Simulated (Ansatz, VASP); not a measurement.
**One calculation of LuSc2N3, two programs**

```
CELL_PARAMETERS angstrom
3.78203 0.00000 0.00000
0.00000 3.78203 0.00000
0.00000 0.00000 6.68319
ATOMIC_POSITIONS crystal
Lu 0.50000 0.50000 0.00000
Sc 0.00000 0.50000 0.50000
Sc 0.50000 0.00000 0.50000
N 0.50000 0.50000 0.66259
N 0.50000 0.50000 0.33741
N 0.00000 0.00000 0.50000
```

Alike in both runs: task single point; functional PBE; k mesh 4 × 4 × 4; occupations gaussian, width 0.1 eV; no spin polarisation.

```csv
,VASP,Ansatz
version,VASP 6.6.1,Ansatz 0.2.0
potentials or method,"VASP PAW PBE potentials, release 64 (Lu, Sc_sv, N)","scalar-relativistic, plane waves, PAW"
plane-wave cutoff (eV),520,420
valence electrons in the cell,62,62
```

VASP gave:

* gap on the k mesh at the Fermi level (eV): none
* rms of the force components (eV/Å): 1.093

Which values does Ansatz return?

gap on the k mesh at the Fermi level (eV): none; rms of the force components (eV/Å): 1.084.

Atom by atom the forces differ by 0.010 eV/Å (rms over components). A gap of «none» marks a metal or a gap that the smearing closes.

Caveats: the k mesh is coarse (spacing up to 0.42 Å⁻¹), so the values aren't converged; forces of over 1 eV/Å show positions far from the minimum, so gaps and moduli don't describe the material at rest. The runs have no spin-orbit coupling, so splittings on Lu are missing.
